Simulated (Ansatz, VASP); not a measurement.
## Two plane-wave programs on Ca2SnO3

```
Ca Sn O
1.0
     6.05695    0.00000    0.00000
    -3.02847    5.24547    0.00000
     0.00000    0.00000    3.09415
Ca Sn O
2 1 3
Direct
  0.66667 0.33333 0.50000
  0.33333 0.66667 0.50000
  0.00000 0.00000 0.50000
  0.00000 0.50000 0.00000
  0.50000 0.50000 0.00000
  0.50000 0.00000 0.00000
```

Change from the starting cell: species swapped into the DyB2Rh3 type (P6/mmm, No. 191).

Alike in both runs: functional PBE; k mesh 6 × 6 × 12; occupations gaussian, width 0.1 eV; no spin polarisation.

Ansatz relaxed the structure, and its values are those at the end. VASP's run is a single point on that final structure, the one shown.

|  | VASP | Ansatz |
| --- | --- | --- |
| version | VASP 6.6.1 | Ansatz 0.2.0 |
| potentials or method | VASP PAW PBE potentials, release 64 (Ca_sv, Sn_d, O) | scalar-relativistic, plane waves, PAW |
| plane-wave cutoff (eV) | 520 | 420 |
| valence electrons in the cell | 52 | 52 |

VASP gave:

| Property | Result |
| --- | --- |
| gap on the k mesh at the Fermi level (eV) | none |
| pressure (GPa) | 0.4 |

What did Ansatz give for the same quantities?

gap on the k mesh at the Fermi level (eV): none; pressure (GPa): 0.0.

A gap of «none» marks a metal or a gap that the smearing closes. With one functional, cell and mesh, what is left measures potentials, basis and numerics.
